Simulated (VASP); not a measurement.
Output of a VASP run:

**OUTCAR**
```
 ion  position               nearest neighbor table
   1  0.000  0.000  0.000-   2 2.17   2 2.17   2 2.19   2 2.19   2 2.23   2 2.23
   2  0.350  0.684  0.500-   1 2.17   1 2.17   1 2.19   1 2.19   1 2.23   1 2.23
  LATTYP: Found a base centered orthorhombic cell.
 ALAT       =     2.9465360000
 B/A-ratio  =     1.7136793849
 C/A-ratio  =     0.9500477849
 Subroutine PRICEL returns:
 Original cell was already a primitive cell.
 Subroutine GETGRP returns: Found  2 space group operations
The static configuration has the point symmetry C_1h.
The dynamic configuration has the point symmetry C_1h.
 Subroutine INISYM returns: Found  2 space group operations
 Subroutine IBZKPT returns following result:
 Found    595 irreducible k-points:

 Following reciprocal coordinates:
            Coordinates               Weight
  0.000000  0.000000  0.000000      1.000000
  0.076923  0.000000  0.000000      2.000000
  0.000000  0.076923  0.000000      2.000000
  0.153846 -0.000000  0.000000      2.000000
 -0.000000  0.153846  0.000000      2.000000
  0.230769 -0.000000  0.000000      2.000000
 -0.000000  0.230769  0.000000      2.000000
  0.307692 -0.000000  0.000000      2.000000
 -0.000000  0.307692  0.000000      2.000000
  0.384615  0.000000  0.000000      2.000000
  0.000000  0.384615  0.000000      2.000000
  0.461538 -0.000000  0.000000      2.000000
 -0.000000  0.461538  0.000000      2.000000
  0.076923  0.076923  0.000000      2.000000
  0.153846  0.076923  0.000000      2.000000
  0.076923  0.153846  0.000000      2.000000
  0.230769  0.076923  0.000000      2.000000
  0.076923  0.230769  0.000000      2.000000
  0.307692  0.076923  0.000000      2.000000
  0.076923  0.307692  0.000000      2.000000
  0.384615  0.076923  0.000000      2.000000
  0.076923  0.384615  0.000000      2.000000
  0.461538  0.076923  0.000000      2.000000
  0.076923  0.461538  0.000000      2.000000
 -0.461538  0.076923  0.000000      2.000000
  0.076923 -0.461538  0.000000      2.000000
 -0.384615  0.076923  0.000000      2.000000
  0.076923 -0.384615  0.000000      2.000000
 -0.307692  0.076923  0.000000      2.000000
  0.076923 -0.307692  0.000000      2.000000
 -0.230769  0.076923  0.000000      2.000000
  0.076923 -0.230769  0.000000      2.000000
 -0.153846  0.076923  0.000000      2.000000
  0.076923 -0.153846  0.000000      2.000000
 -0.076923  0.076923  0.000000      2.000000
  0.153846  0.153846  0.000000      2.000000
  0.230769  0.153846  0.000000      2.000000
  0.153846  0.230769  0.000000      2.000000
  0.307692  0.153846  0.000000      2.000000
  0.153846  0.307692  0.000000      2.000000
   k-points           NKPTS =    595   k-points in BZ     NKDIM =    595   number of bands    NBANDS=     13
   number of dos      NEDOS =    301   number of ions     NIONS =      2
   total plane-waves  NPLWV =  13824
   dimension x,y,z NGX =    24 NGY =   24 NGZ =   24
   dimension x,y,z NGXF=    48 NGYF=   48 NGZF=   48
   ions per type =               1   1
   PREC   = accura    normal or accurate (medium, high low for compatibility)
   ISTART =      0    job   : 0-new  1-cont  2-samecut
   ICHARG =      2    charge: 1-file 2-atom 10-const
   ISPIN  =      1    spin polarized calculation?
   LNONCOLLINEAR =      F non collinear calculations
   LSORBIT =      F    spin-orbit coupling
   INIWAV =      1    electr: 0-lowe 1-rand  2-diag
   ENCUT  =  520.0 eV  38.22 Ry    6.18 a.u.   5.44  5.44  5.20*2*pi/ulx,y,z
   NELM   =    100;   NELMIN=  2; NELMDL= -5     # of ELM steps
   EDIFF  = 0.1E-05   stopping-criterion for ELM
   LREAL  =      F    real-space projection
   NLSPLINE    = F    spline interpolate recip. space projectors
   LMAXMIX     =    6 max onsite mixed and CHGCAR
   VOSKOWN=      0    Vosko Wilk Nusair interpolation
   EDIFFG = 0.1E-04   stopping-criterion for IOM
   NSW    =      0    number of steps for IOM
...
```

**OSZICAR**
```
       N       E                     dE             d eps       ncg     rms          rms(c)
DAV:   1     0.118896769753E+03    0.11890E+03   -0.98184E+03 15494   0.154E+03
DAV:   2    -0.132248820857E+02   -0.13212E+03   -0.12874E+03 17515   0.382E+02
DAV:   3    -0.173624518796E+02   -0.41376E+01   -0.40845E+01 19207   0.618E+01
DAV:   4    -0.174039593836E+02   -0.41508E-01   -0.41440E-01 16823   0.645E+00
DAV:   5    -0.174043009197E+02   -0.34154E-03   -0.34146E-03 18638   0.606E-01    0.312E+01
DAV:   6    -0.135812466766E+02    0.38231E+01   -0.11673E+01 17910   0.350E+01    0.773E+00
DAV:   7    -0.135477737317E+02    0.33473E-01   -0.39246E-01 16945   0.530E+00    0.440E+00
DAV:   8    -0.135170224735E+02    0.30751E-01   -0.10242E-01 17345   0.247E+00    0.759E-01
DAV:   9    -0.135148272916E+02    0.21952E-02   -0.10317E-02 16555   0.654E-01    0.167E-01
DAV:  10    -0.135149802985E+02   -0.15301E-03   -0.12890E-03 16900   0.372E-01    0.657E-02
DAV:  11    -0.135150003689E+02   -0.20070E-04   -0.12125E-04 17785   0.932E-02    0.139E-02
DAV:  12    -0.135150130238E+02   -0.12655E-04   -0.35412E-05 17530   0.394E-02    0.454E-03
DAV:  13    -0.135150150142E+02   -0.19904E-05   -0.41035E-06 14708   0.133E-02    0.300E-03
DAV:  14    -0.135150153206E+02   -0.30644E-06   -0.73518E-07  7945   0.562E-03
   1 F= -.13515015E+02 E0= -.13515033E+02  d E =0.535489E-04
```

OUTCAR:
```
------------------------ aborting loop because EDIFF is reached ----------------------------------------
  FORCE on cell =-STRESS in cart. coord.  units (eV):
  Direction    XX          YY          ZZ          XY          YZ          ZX
  --------------------------------------------------------------------------------------
  Total        2.1571315      2.8984271      5.0163081     -0.3253713      0.0000000      0.0000000
  in kB      165.9613369    222.9937447    385.9353024    -25.0328095      0.0000000      0.0000000
  external PRESSURE =     258.2967947 kB  Pullay stress =       0.0000000 kB
  volume of cell :       20.82
      direct lattice vectors                 reciprocal lattice vectors
     1.473268000 -2.524709000  0.000000000     0.339381565 -0.198042626  0.000000000
     1.473268000  2.524709000  0.000000000     0.339381565  0.198042626  0.000000000
     0.000000000  0.000000000  2.799350000     0.000000000  0.000000000  0.357225785
 POSITION                                       TOTAL-FORCE (eV/Angst)
 -----------------------------------------------------------------------------------
      0.00000      0.00000      0.00000         0.806712      0.056612      0.000000
      1.52292      0.84157      1.39968        -0.806712     -0.056612      0.000000
 -----------------------------------------------------------------------------------
    total drift:                                0.000054      0.000061      0.000000
  FREE ENERGIE OF THE ION-ELECTRON SYSTEM (eV)
  ---------------------------------------------------
  free  energy   TOTEN  =       -13.5150153206 eV

  energy  without entropy=      -13.5150688695  energy(sigma->0) =      -13.51503317

 total charge

# of ion       s       p       d       tot
------------------------------------------
    1        2.373   6.460   3.177  12.010
    2        0.856   1.623   0.000   2.479
--------------------------------------------------
tot          3.229   8.083   3.177  14.489
```
(Selected blocks of OUTCAR.)

### POSCAR
```
WC
1
    1.4732680000    -2.5247090000     0.0000000000
    1.4732680000     2.5247090000     0.0000000000
    0.0000000000     0.0000000000     2.7993500000
W C
1 1
Direct
  0.0000000000   0.0000000000   0.0000000000
  0.3501850000   0.6835190000   0.5000000000
```

Question: Write an INCAR and KPOINTS that could have produced this output.

Answer: This is not unique; one that fits is the input of the run itself, PBE GGA + U (Dudarev), plane waves, VASP's PBE PAW potentials (set 64).

### INCAR
```
# general
SYSTEM   =WC
PREC     =Accurate
ENCUT    =520
LREAL    =.FALSE.
LASPH    =.TRUE.

# electronic loop
EDIFF    =1E-6
NELM     =100
ALGO     =Normal
LMAXMIX  =6

# smearing
ISMEAR   =1
SIGMA    =0.1

# functional
GGA      =PE

# DFT+U
LDAU     =.TRUE.
LDAUTYPE =2
LDAUL    =2 -1
LDAUU    =8.0 0
LDAUJ    =0 0
LDAUPRINT=1

# ions
ISIF     =2

# output
LWAVE    =.FALSE.
LCHARG   =.FALSE.
LORBIT   =10
```

KPOINTS:
```
Automatic mesh
0
Gamma
13 13 12
0 0 0
```

POTCAR, in this order: W_sv C (PBE.64 set). Program: vasp_std.

The compound is WC in the wc structure. The cell was not relaxed at this level, atoms are displaced from their ideal sites. The run is one of a series of settings (LDAU = .TRUE., LDAUJ = 0 0, LDAUL = 2 -1, LDAUTYPE = 2, LDAUU = 8.0 0 against the base run), some of them coarse on purpose.
